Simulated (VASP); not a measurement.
Computed with r2SCAN meta-GGA, VASP's PBE PAW potentials (set 64) (plane waves; VASP).

The input files of a VASP run:

**INCAR**
```
ALGO  =  Normal
EDIFF  =  1E-6
EDIFFG  =  -0.02
ENCUT  =  400
IBRION  =  2
ISIF  =  3
ISMEAR  =  0
LASPH  =  .True.
LCHARG  =  .False.
LMAXMIX  =  4
LMIXTAU  =  .True.
LREAL  =  .False.
LWAVE  =  .False.
METAGGA  =  R2SCAN
NELM  =  100
NSW  =  60
PREC  =  Accurate
SIGMA  =  0.05
SYSTEM  =  Zn2SeS
```

### KPOINTS
```
Automatic
0
Gamma
 5 5 4
0 0 0
```

**POSCAR**
```
Zn2SeS
1
    3.8907671101     0.0000000000     0.0000000000
    0.0000000000     3.8907671101     0.0000000000
    0.0000000000     0.0000000000     5.4870157382
Zn Se S
2 1 1
Direct
  0.5000000000   0.0000000000   0.7630416181
  0.0000000000   0.5000000000   0.2369583819
  0.0000000000   0.0000000000   0.5000000000
  0.5000000000   0.5000000000   0.0000000000
```

POTCAR, in this order: Zn Se S (PBE.64 set). Program: vasp_std.

The resulting files:

### OSZICAR
```
       N       E                     dE             d eps       ncg     rms          rms(c)
DAV:   1     0.175713777792E+03    0.17571E+03   -0.15317E+04   792   0.167E+03
DAV:   2    -0.309722839717E+02   -0.20669E+03   -0.20198E+03   840   0.338E+02
DAV:   3    -0.492217191588E+02   -0.18249E+02   -0.18130E+02   936   0.108E+02
DAV:   4    -0.495459880296E+02   -0.32427E+00   -0.32396E+00   918   0.149E+01
DAV:   5    -0.495503526403E+02   -0.43646E-02   -0.43639E-02   936   0.165E+00    0.930E+00
DAV:   6    -0.453295323256E+02    0.42208E+01   -0.36457E+00   912   0.505E+01    0.831E+00
DAV:   7    -0.431759905521E+02    0.21535E+01   -0.10971E+00   804   0.137E+01    0.394E+00
DAV:   8    -0.436886556566E+02   -0.51267E+00   -0.80212E-01   822   0.610E+00    0.126E+00
DAV:   9    -0.437117798724E+02   -0.23124E-01   -0.15684E-01   828   0.353E+00    0.855E-01
DAV:  10    -0.436247251720E+02    0.87055E-01   -0.79104E-02   810   0.262E+00    0.410E-01
DAV:  11    -0.437056020535E+02   -0.80877E-01   -0.67490E-02   810   0.237E+00    0.152E-01
DAV:  12    -0.436991782631E+02    0.64238E-02   -0.13489E-02   876   0.953E-01    0.910E-02
DAV:  13    -0.437094929328E+02   -0.10315E-01   -0.54035E-03   864   0.558E-01    0.624E-02
DAV:  14    -0.437100186802E+02   -0.52575E-03   -0.10505E-03   828   0.328E-01    0.426E-02
DAV:  15    -0.437100637903E+02   -0.45110E-04   -0.83091E-04   872   0.252E-01    0.170E-02
DAV:  16    -0.437100321111E+02    0.31679E-04   -0.13515E-04   900   0.938E-02    0.210E-02
DAV:  17    -0.437103432914E+02   -0.31118E-03   -0.26944E-04   840   0.152E-01    0.102E-02
DAV:  18    -0.437103572003E+02   -0.13909E-04   -0.15346E-05   864   0.469E-02    0.541E-03
DAV:  19    -0.437103582620E+02   -0.10617E-05   -0.77532E-07   612   0.122E-02    0.512E-03
DAV:  20    -0.437103577442E+02    0.51780E-06   -0.72090E-07   534   0.783E-03
   1 F= -.43710358E+02 E0= -.43710358E+02  d E =-.437104E+02
       N       E                     dE             d eps       ncg     rms          rms(c)
DAV:   1    -0.438128824506E+02   -0.10252E+00   -0.15054E+00   924   0.233E+01    0.234E+00
DAV:   2    -0.437248087715E+02    0.88074E-01   -0.32185E-01   900   0.130E+01    0.923E-01
DAV:   3    -0.437133441486E+02    0.11465E-01   -0.10813E-02   924   0.110E+00    0.470E-01
DAV:   4    -0.437103522939E+02    0.29919E-02   -0.88668E-03   792   0.698E-01    0.199E-01
DAV:   5    -0.437092019140E+02    0.11504E-02   -0.61943E-03   792   0.687E-01    0.905E-02
DAV:   6    -0.437119781147E+02   -0.27762E-02   -0.25974E-03   812   0.578E-01    0.249E-02
DAV:   7    -0.437121975002E+02   -0.21939E-03   -0.30339E-04   858   0.244E-01    0.212E-02
DAV:   8    -0.437121790093E+02    0.18491E-04   -0.15447E-05   890   0.433E-02    0.144E-02
DAV:   9    -0.437121752574E+02    0.37519E-05   -0.26830E-05   810   0.507E-02    0.479E-03
DAV:  10    -0.437121901820E+02   -0.14925E-04   -0.92743E-06   828   0.328E-02    0.317E-03
DAV:  11    -0.437121903273E+02   -0.14530E-06   -0.41851E-07   486   0.654E-03
   2 F= -.43712190E+02 E0= -.43712190E+02  d E =-.183258E-02
       N       E                     dE             d eps       ncg     rms          rms(c)
DAV:   1    -0.437257148139E+02   -0.13525E-01   -0.19239E-01   930   0.813E+00    0.850E-01
DAV:   2    -0.437146745514E+02    0.11040E-01   -0.44799E-02   900   0.534E+00    0.331E-01
DAV:   3    -0.437131763846E+02    0.14982E-02   -0.13773E-03   894   0.298E-01    0.166E-01
DAV:   4    -0.437127545149E+02    0.42187E-03   -0.10686E-03   792   0.248E-01    0.795E-02
DAV:   5    -0.437125418466E+02    0.21267E-03   -0.67426E-04   792   0.231E-01    0.360E-02
DAV:   6    -0.437128329008E+02   -0.29105E-03   -0.34231E-04   800   0.208E-01    0.967E-03
DAV:   7    -0.437128697434E+02   -0.36843E-04   -0.46182E-05   828   0.895E-02    0.783E-03
DAV:   8    -0.437128697601E+02   -0.16760E-07   -0.39141E-06   708   0.221E-02
   3 F= -.43712870E+02 E0= -.43712870E+02  d E =-.251202E-02
       N       E                     dE             d eps       ncg     rms          rms(c)
DAV:   1    -0.437139342035E+02   -0.10645E-02   -0.15205E-02   924   0.230E+00    0.239E-01
DAV:   2    -0.437129198318E+02    0.10144E-02   -0.34672E-03   900   0.143E+00    0.928E-02
DAV:   3    -0.437128206098E+02    0.99222E-04   -0.10368E-04   888   0.911E-02    0.467E-02
DAV:   4    -0.437128060570E+02    0.14553E-04   -0.80908E-05   792   0.639E-02    0.210E-02
DAV:   5    -0.437128116045E+02   -0.55475E-05   -0.46266E-05   792   0.574E-02    0.976E-03
DAV:   6    -0.437128307392E+02   -0.19135E-04   -0.20398E-05   792   0.489E-02    0.235E-03
DAV:   7    -0.437128334842E+02   -0.27450E-05   -0.29321E-06   732   0.233E-02    0.223E-03
DAV:   8    -0.437128318258E+02    0.16584E-05   -0.45415E-07   438   0.848E-03    0.142E-03
DAV:   9    -0.437128322560E+02   -0.43029E-06   -0.53691E-07   438   0.953E-03
   4 F= -.43712832E+02 E0= -.43712832E+02  d E =-.247451E-02
```

**OUTCAR**
```
------------------------ aborting loop because EDIFF is reached ----------------------------------------
  FORCE on cell =-STRESS in cart. coord.  units (eV):
  Direction    XX          YY          ZZ          XY          YZ          ZX
  --------------------------------------------------------------------------------------
  Total       -0.0090326     -0.0090326     -0.0272227      0.0000000      0.0000000      0.0000000
  in kB       -0.1720295     -0.1720295     -0.5184654      0.0000000      0.0000000      0.0000000
  external PRESSURE =      -0.2875082 kB  Pullay stress =       0.0000000 kB
  volume of cell :       84.12
      direct lattice vectors                 reciprocal lattice vectors
     3.907684321  0.000000000  0.000000000     0.255906035  0.000000000  0.000000000
     0.000000000  3.907684321  0.000000000     0.000000000  0.255906035  0.000000000
     0.000000000  0.000000000  5.509123467     0.000000000  0.000000000  0.181517079
 POSITION                                       TOTAL-FORCE (eV/Angst)
 -----------------------------------------------------------------------------------
      1.95384      0.00000      4.20401        -0.000000      0.000000     -0.000914
      3.90768      1.95384      1.30512         0.000000     -0.000000      0.000914
      3.90768      0.00000      2.75456        -0.000000      0.000000      0.000000
      1.95384      1.95384      0.00000        -0.000000      0.000000      0.000000
 -----------------------------------------------------------------------------------
    total drift:                                0.000000     -0.000000      0.000000
  FREE ENERGIE OF THE ION-ELECTRON SYSTEM (eV)
  ---------------------------------------------------
  free  energy   TOTEN  =       -43.7128322560 eV

  energy  without entropy=      -43.7128322560  energy(sigma->0) =      -43.71283226

 reached required accuracy - stopping structural energy minimisation
```
(Selected blocks of OUTCAR.)

**CONTCAR**
```
Zn2SeS
   1.00000000000000
     3.9076843212651426    0.0000000000000000    0.0000000000000000
     0.0000000000000000    3.9076843212651426    0.0000000000000000
     0.0000000000000000    0.0000000000000000    5.5091234670233700
  Zn              Se              S
     2     1     1
Direct
     0.5000000000000000    0.0000000000000000    0.7630988124529685
     1.0000000000000000    0.5000000000000000    0.2369011875470316
     1.0000000000000000    0.0000000000000000    0.5000000000000000
     0.5000000000000000    0.5000000000000000    0.0000000000000000
```

The structure comes from a computed database's Zn2SeS entry (P-4m2); how it stands against other phases isn't given here. This run relaxes it. Symmetry was kept, so distortions that lower it aren't found. The start is the result of an earlier pass.
